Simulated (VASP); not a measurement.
# Cr2B with r2SCAN: from relaxation to properties, part 2 of 5

Aim: relax Cr2B, then compute properties on the relaxed cell. The start is a computed cell from the Materials Project.

VASP 6.6.1; r2SCAN, spin-polarised from a ferromagnetic start; plane waves and PAW (Cr_pv, B).

So far. Step 2 (Full relaxation (r2SCAN)): It ends with a largest force of 0.009 eV/Å and a pressure of 0.05 GPa. The relaxed cell has a, b, c = 4.185, 7.290, 14.498 Å (conventional setting).

**3. Density, ELF and potential (r2SCAN)**

A single point on the relaxed cell gives a clean self-consistent state, with density, ELF and potential written out.

File INCAR:

```
SYSTEM = Cr2B
PREC = Accurate
ENCUT = 420
EDIFF = 1E-06
NELM = 100
ISMEAR = 1
SIGMA = 0.2
LREAL = .FALSE.
ALGO = Normal
METAGGA = R2SCAN
LASPH = .TRUE.
NBANDS = 86
ISPIN = 2
MAGMOM = 3 3 3 3 3 3 3 3 0 0 0 0
LMAXMIX = 4
LORBIT = 11
LWAVE = .FALSE.
LCHARG = .TRUE.
ISIF = 2
LELF = .TRUE.
LVHAR = .TRUE.
```

File POSCAR:

```
Cr2B
1.0
    4.1853373751      0.0000000000      0.0000000000
   -2.0926686876     -3.6449280048      0.0000000000
   -2.0926686876      0.0000000000     -7.2488054813
Cr B
8 4
Direct
    0.1671404134      0.5000000000      0.3342808267
    0.5828595866      0.0000000000      0.1657191733
    0.5848827994      0.1697655988      0.5000000000
    0.4171404134      0.0000000000      0.8342808267
    0.1651172006      0.3302344012      0.0000000000
    0.9151172006      0.8302344012      0.5000000000
    0.3328595866      0.5000000000      0.6657191733
    0.8348827994      0.6697655988      0.0000000000
    0.1256496902      0.0000000000      0.2512993805
    0.8756496902      0.5000000000      0.7512993805
    0.8743503098      0.0000000000      0.7487006195
    0.6243503098      0.5000000000      0.2487006195
```

File KPOINTS:

```
Automatic mesh
0
Gamma
6 6 6
0 0 0
```

PAW data sets: Cr_pv and B (PBE family, release 64).

Started as:

```sh
> mpirun -np 8 vasp_std
```

The program printed:

```text
[banner, memory and clock lines left out]
running    8 mpi-ranks, on    1 nodes
 distrk:  each k-point on    8 cores,    1 groups
 distr:  one band on    1 cores,    8 groups

 POSCAR found type information on POSCAR CrB
 POSCAR found :  2 types and      12 ions
 [... a notice as in an earlier step ...]

 [... a notice as in an earlier step ...]

 LDA part: xc-table for (None), standard interpolation
|                                                                             |
|           W    W    AA    RRRRR   N    N  II  N    N   GGGG   !!!           |
|           W    W   A  A   R    R  NN   N  II  NN   N  G    G  !!!           |
|           W    W  A    A  R    R  N N  N  II  N N  N  G       !!!           |
|           W WW W  AAAAAA  RRRRR   N  N N  II  N  N N  G  GGG   !            |
|           WW  WW  A    A  R   R   N   NN  II  N   NN  G    G                |
|           W    W  A    A  R    R  N    N  II  N    N   GGGG   !!!           |
|                                                                             |
|     The number of bands has been changed from the values supplied in        |
|     The orbitals not found in the WAVECAR file will be initialized with     |
|     random numbers, which is usually adequate. For correlated               |
|     calculations, however, you should redo the groundstate calculation.     |
|     I found NBANDS = 86. Now, NBANDS = 88.                                  |
|                                                                             |

 POSCAR, INCAR and KPOINTS ok, starting setup
 FFT: planning ... GRIDC
 FFT: planning ... GRID_SOFT
 FFT: planning ... GRID
 WAVECAR not read
 entering main loop
       N       E                     dE             d eps       ncg     rms          rms(c)
DAV:   1     0.136116923308E+04    0.13612E+04   -0.49495E+04 16264   0.134E+03
DAV:   2    -0.806716166581E+02   -0.14418E+04   -0.13482E+04 16192   0.462E+02
DAV:   3    -0.184640051223E+03   -0.10397E+03   -0.98119E+02 16840   0.142E+02
DAV:   4    -0.187230351811E+03   -0.25903E+01   -0.25587E+01 18192   0.221E+01
DAV:   5    -0.187348856628E+03   -0.11850E+00   -0.11797E+00 24680   0.352E+00    0.662E+01
DAV:   6    -0.146673816202E+03    0.40675E+02   -0.14910E+02 18960   0.733E+01    0.249E+01
DAV:   7    -0.150767993817E+03   -0.40942E+01   -0.22112E+01 18792   0.227E+01    0.114E+01
DAV:   8    -0.152454704008E+03   -0.16867E+01   -0.44066E+00 20440   0.180E+01    0.127E+01
DAV:   9    -0.151848655793E+03    0.60605E+00   -0.19159E+00 19784   0.110E+01    0.592E+00
DAV:  10    -0.152385107691E+03   -0.53645E+00   -0.10371E+00 17608   0.464E+00    0.278E+00
DAV:  11    -0.152426915873E+03   -0.41808E-01   -0.97218E-02 18856   0.151E+00    0.130E+00
DAV:  12    -0.152440764286E+03   -0.13848E-01   -0.31436E-02 17920   0.736E-01    0.800E-01
DAV:  13    -0.152443906993E+03   -0.31427E-02   -0.73238E-03 17904   0.313E-01    0.334E-01
DAV:  14    -0.152446224157E+03   -0.23172E-02   -0.48670E-03 19200   0.246E-01    0.234E-01
DAV:  15    -0.152448043067E+03   -0.18189E-02   -0.40436E-03 19384   0.230E-01    0.119E-01
DAV:  16    -0.152448537724E+03   -0.49466E-03   -0.11122E-03 18064   0.114E-01    0.745E-02
DAV:  17    -0.152448795478E+03   -0.25775E-03   -0.80162E-04 19728   0.971E-02    0.489E-02
DAV:  18    -0.152448900610E+03   -0.10513E-03   -0.21771E-04 18552   0.520E-02    0.314E-02
DAV:  19    -0.152448960047E+03   -0.59437E-04   -0.29264E-04 19744   0.618E-02    0.161E-02
DAV:  20    -0.152448982186E+03   -0.22139E-04   -0.42597E-05 17488   0.235E-02    0.953E-03
DAV:  21    -0.152448984312E+03   -0.21259E-05   -0.13394E-05 16432   0.131E-02    0.439E-03
DAV:  22    -0.152448984540E+03   -0.22849E-06   -0.32043E-06 12992   0.700E-03
   1 F= -.15244898E+03 E0= -.15244896E+03  d E =-.823179E-04  mag=     0.0012
```

Run time: 5.1 min. Hardware: 8 MPI ranks of Intel Xeon 6975P-C (Granite Rapids), shared host; peak memory 1.5 GiB; 41 min of CPU time.

OUTCAR, selected parts (step 3):

```text
  LATTYP: Found a face centered orthorhombic cell.
 ALAT       =     4.1853373751
 B/A-ratio  =     1.7417606650
 C/A-ratio  =     3.4639049767

 Found     46 irreducible k-points:

   k-points           NKPTS =     46   k-points in BZ     NKDIM =     46   number of bands    NBANDS=     88

   ENCUT  =  420.0 eV  30.87 Ry    5.56 a.u.   6.99  7.02 12.61*2*pi/ulx,y,z

   NELECT =     108.0000    total number of electrons

 E-fermi :  10.9769

 spin component 1
 k-point     1 :       0.0000    0.0000    0.0000
  band No.  band energies     occupation
    ...
     51      10.5954      1.01066
     52      10.6168      1.01443
     53      10.6804      1.02843
     54      10.7812      1.02273
     55      10.8502      0.93450
     56      10.9836      0.47157
     57      11.0842      0.11047
     58      11.1675     -0.01954
     59      12.0520     -0.00000
     60      12.1798     -0.00000
    ...

 k-point     2 :       0.1667    0.0000    0.0000
  band No.  band energies     occupation
    ...
     51      10.4653      1.00089
     52      10.5715      1.00732
     53      10.7548      1.03311
     54      10.8583      0.91671
     55      10.9300      0.69227
     56      11.0110      0.35790
     57      11.1913     -0.03109
     58      11.4109     -0.00444
     59      12.1730     -0.00000
     60      12.2334     -0.00000
    ...

 k-point     3 :       0.3333   -0.0000    0.0000
  band No.  band energies     occupation
    ...
     51      10.1095      1.00000
     52      10.4755      1.00112
     53      10.7629      1.03095
     54      10.8547      0.92476
     55      10.9709      0.52512
     56      11.3819     -0.00737
     57      11.6856     -0.00000
     58      11.7919     -0.00000
     59      11.9156     -0.00000
     60      12.2132     -0.00000
    ...

 k-point     4 :       0.5000   -0.0000   -0.0000
  band No.  band energies     occupation
    ...
     51       9.9663      1.00000
     52      10.3276      1.00002
     53      10.7492      1.03416
     54      10.8271      0.97572
     55      10.9721      0.52011
     56      11.3068     -0.02080
     57      11.5602     -0.00015
     58      11.7532     -0.00000
     59      12.2006     -0.00000
     60      12.2566     -0.00000
    ...

  Total        0.0168143     -0.0346327      0.1149781     -0.0000000      0.0000000      0.0000000
  in kB        0.2436143     -0.5017780      1.6658650     -0.0000000      0.0000000      0.0000000
  external PRESSURE =       0.4692338 kB  Pullay stress =       0.0000000 kB

 POSITION                                       TOTAL-FORCE (eV/Angst)
 -----------------------------------------------------------------------------------
     -1.04633     -1.82246     -2.42314        -0.000000      0.000000     -0.009859
      2.09267      0.00000     -1.20127         0.000000      0.000000      0.009859
      1.04633     -0.61878     -3.62440        -0.000000     -0.008556     -0.000000
      0.00000      0.00000     -6.04754        -0.000000      0.000000     -0.009859
     -0.00000     -1.20368      0.00000         0.000000      0.008556     -0.000000
      1.04633     -3.02614     -3.62440         0.000000      0.008556     -0.000000
     -1.04633     -1.82246     -4.82567         0.000000      0.000000      0.009859
      2.09267     -2.44125      0.00000        -0.000000     -0.008556     -0.000000
     -0.00000      0.00000     -1.82162        -0.000000      0.000000     -0.001452
      1.04633     -1.82246     -5.44602        -0.000000      0.000000     -0.001452
      2.09267      0.00000     -5.42719         0.000000      0.000000      0.001452
      1.04633     -1.82246     -1.80278         0.000000      0.000000      0.001452
 -----------------------------------------------------------------------------------
    total drift:                               -0.000000     -0.000000     -0.000000

  FREE ENERGIE OF THE ION-ELECTRON SYSTEM (eV)
  ---------------------------------------------------
  free  energy   TOTEN  =      -152.4489845400 eV

  energy  without entropy=     -152.4489022221  energy(sigma->0) =     -152.44895710

 total charge
# of ion       s       p       d       tot
------------------------------------------
    1        0.604   6.482   4.249  11.335
    2        0.604   6.482   4.249  11.335
    3        0.604   6.484   4.250  11.339
    4        0.604   6.482   4.249  11.335
    5        0.604   6.484   4.250  11.339
    6        0.604   6.484   4.250  11.339
    7        0.604   6.482   4.249  11.335
    8        0.604   6.484   4.250  11.339
    9        0.719   1.201   0.000   1.920
   10        0.719   1.201   0.000   1.920
   11        0.719   1.201   0.000   1.920
   12        0.719   1.201   0.000   1.920
--------------------------------------------------
tot          7.706  56.672  33.997  98.375

 magnetization (x)
# of ion       s       p       d       tot
------------------------------------------
    1        0.000  -0.000   0.000   0.000
    2        0.000  -0.000   0.000   0.000
    3        0.000  -0.000   0.000   0.000
    4        0.000  -0.000   0.000   0.000
    5        0.000  -0.000   0.000   0.000
    6        0.000  -0.000   0.000   0.000
    7        0.000  -0.000   0.000   0.000
    8        0.000  -0.000   0.000   0.000
    9       -0.000  -0.000   0.000  -0.000
   10       -0.000  -0.000   0.000  -0.000
   11       -0.000  -0.000   0.000  -0.000
   12       -0.000  -0.000   0.000  -0.000
--------------------------------------------------
tot          0.000  -0.000   0.002   0.002

[... 4 parts as in an earlier step ...]

[... 11 further parts left out ...]
```

With spin, VASP writes an ELF for each channel.

This step gave:

```
SCF cycles                                        : 22
bands                                             : 88
free energy (TOTEN)                               : -152.4490 eV
pressure                                          : 0.04692 GPa
moment of the cell, from the last line of the log : 0 μB
```

Valence electrons inside each PAW sphere by angular momentum. Sphere charges, by row:

```tsv
atom	s (e)	p (e)	d (e)	tot (e)
Cr1	0.604	6.482	4.249	11.34
Cr2	0.604	6.482	4.249	11.34
Cr3	0.604	6.484	4.25	11.34
Cr4	0.604	6.482	4.249	11.34
Cr5	0.604	6.484	4.25	11.34
Cr6	0.604	6.484	4.25	11.34
Cr7	0.604	6.482	4.249	11.34
Cr8	0.604	6.484	4.25	11.34
B9	0.719	1.201	0	1.92
B10	0.719	1.201	0	1.92
B11	0.719	1.201	0	1.92
B12	0.719	1.201	0	1.92
```

Valence density in the bc plane of the conventional cell at fractional x = 0.000, with atoms of Cr and B within 0.2 Å of it. It is the smooth field of the valence electrons, not physical close to the nuclei.

Ten steps, logarithmic in the rise over the least value, from '_' (0.29 × 1e0 e/Å³) to '@' (9.65 × 1e0 e/Å³), each cell a mean:
```
::++%%@@%%==____::++++==..__::##@@@@**::
--::----::..__::**@@@@%%==____::----::::
::--::........::**%%@@##--........::----
----::....::......::--::....::::....::--
::::..__....__________________..____..::
......__________..........__________....
....____________........____________....
________........::::--::..........______
++--....::::..::----::--::....::....::++
@@%%==..........::------::........::**@@
@@##--____--++++--::::::==++==..__..**%%
--::____--%%@@@@##--::++@@@@@@++____..--
++==..__::##@@@@**::::++%%@@%%==____::++
@@%%==____::----::::--::----::..__::**@@
@@##--........::----::--::........::**%%
--::....::::....::------::....::......::
__________..____..::::::..__....________
......__________..........__________....
....____________........____________....
--::..........______________........::::
::--::....::....::++++--....::::..::----
----::........::**@@@@%%==..........::--
::::==++==..__..**%%@@##--____--++++--::
::++@@@@@@++____..----::____--%%@@@@##--
```
Columns run along b (7.3 Å), rows up along c (14.5 Å), edges of the conventional cell, whose origin can differ from the input's. Atoms in or near the plane, at fractional coordinates: Cr at (0.50, 0.92), Cr at (0.00, 0.42), Cr at (0.50, 0.08), Cr at (0.00, 0.58), Cr at (0.83, 0.00), Cr at (0.33, 0.50), Cr at (0.67, 0.50), Cr at (0.17, 0.00), B at (0.50, 0.37), B at (0.00, 0.87), B at (0.50, 0.63), B at (0.00, 0.13).

Electrostatic potential energy in the bc plane of the conventional cell at fractional x = 0.000, with atoms of Cr and B within 0.2 Å of it. With pseudopotentials it is smooth inside the atoms' cores, unlike the true potential.

Values in eV, 13 rows by 16 columns, each cell a mean:
```
 -6 -19 -32 -29 -11  -1 -12 -32 -36 -20  -3  -5 -24 -33 -25  -9
-18 -17  -2  -2  -2  -2 -13 -33 -36 -21  -4  -2  -3  -2  -9 -22
 -7  -3  -1  -2  -2  -1  -1  -1  -1  -1  -1  -2  -2  -1  -2  -5
 -2  -2  -1   0   0  -1  -2  -2  -2  -2  -1   0   0  -1  -2  -2
-17  -8  -2  -3  -4  -2  -7 -18 -14 -14  -2  -3  -4  -1  -4 -14
-51 -32  -5  -1  -9 -14 -12 -13 -13 -12 -14 -12  -3  -2 -20 -47
-15  -6  -1 -10 -41 -53 -43 -13  -6 -33 -52 -49 -21  -1  -3 -12
-53 -33  -5  -1  -5  -8  -9 -14 -13 -12  -8  -7  -2  -2 -21 -49
 -9  -4  -1  -3  -4  -2  -6 -15 -13 -11  -2  -3  -4  -1  -2  -8
 -2  -2  -1   0   0  -1  -2  -2  -2  -3  -1   0   0  -1  -2  -2
-10  -4  -1  -2  -3  -1   0  -1  -1   0  -1  -2  -3  -1  -2  -9
-16 -16  -2  -2  -2  -2 -17 -40 -44 -26  -4  -1  -2  -2  -8 -20
 -5 -24 -40 -37 -14  -1  -9 -25 -28 -15  -2  -7 -30 -41 -32 -10
```
Columns run along b (7.3 Å; values clipped at the 3rd and 97th percentile), rows up along c (14.5 Å), edges of the conventional cell, whose origin can differ from the input's. Atoms in or near the plane, at fractional coordinates: Cr at (0.50, 0.92), Cr at (0.00, 0.42), Cr at (0.50, 0.08), Cr at (0.00, 0.58), Cr at (0.83, 0.00), Cr at (0.33, 0.50), Cr at (0.67, 0.50), Cr at (0.17, 0.00), B at (0.50, 0.37), B at (0.00, 0.87), B at (0.50, 0.63), B at (0.00, 0.13).

ELF of up spins in the bc plane of the conventional cell at fractional x = 0.000, with atoms of Cr and B within 0.2 Å of it. It is the smooth field of the valence electrons, not physical close to the nuclei.

Ten even steps from '_' (0.11) to '@' (0.65), each cell a mean:
```
==::::..::..::--::----::::--..::....::--
@@**--::::==++..::..__::..--++--::::==%%
..**%%****####--::::..::::++%%****##%%--
==##%%==----==++--::::::==++==----**%%++
@@##++--::::--====++++++==--::::--==**%%
==--::--++++--::::--==::::--++++==::::--
==--::--====--::--==++--::--====--::::==
==++++==::::--++%%@@@@@@**--::::--==++==
::::==**++====##%%--..**%%++--==**++::::
__::..++%%**++**%%++==####++**####::::..
..::..----::::::--##%%==::::::::==..::::
----==--..--____--::--::::__::::..==----
--::::--..::....::--==::::..::..::--::--
__::..--++--::::==%%@@**--::::==++..::..
..::::++%%****##%%--..**%%****####--::::
::::==++==----**%%++==##%%==----==++--::
++++==--::::--==**%%@@##++--::::--====++
==::::--++++==::::--==--::--++++--::::--
++--::--====--::::====--::--====--::--==
@@@@**--::::--==++====++++==::::--++%%@@
..**%%++--==**++::::::::==**++====##%%--
==####++**####::::..__::..++%%**++**%%++
%%==::::::::==..::::..::..----::::::--##
--::::__::::..==--------==--..--____--::
```
Columns run along b (7.3 Å), rows up along c (14.5 Å), edges of the conventional cell, whose origin can differ from the input's. Atoms in or near the plane, at fractional coordinates: Cr at (0.50, 0.92), Cr at (0.00, 0.42), Cr at (0.50, 0.08), Cr at (0.00, 0.58), Cr at (0.83, 0.00), Cr at (0.33, 0.50), Cr at (0.67, 0.50), Cr at (0.17, 0.00), B at (0.50, 0.37), B at (0.00, 0.87), B at (0.50, 0.63), B at (0.00, 0.13).

In this run the pressure is 0.05 GPa, small enough to go on.

(Continued in part 3 of 5.)

[Lines on the potential files, build, host, timing and source positions are cut from VASP's logs without a mark.]

[Logs are printed without paths, hosts, clocks, repeated set-up lines and the standing remarks that a program may print on its own settings, such as how far it seeks lower states.]

[Hosts, paths, dates, database ids (printed as entryN), source tags and the programs' standing remarks are cut or masked in the printed files.]

[A measured line is paired with the nearest computed mode of its activity, which favours agreement.]
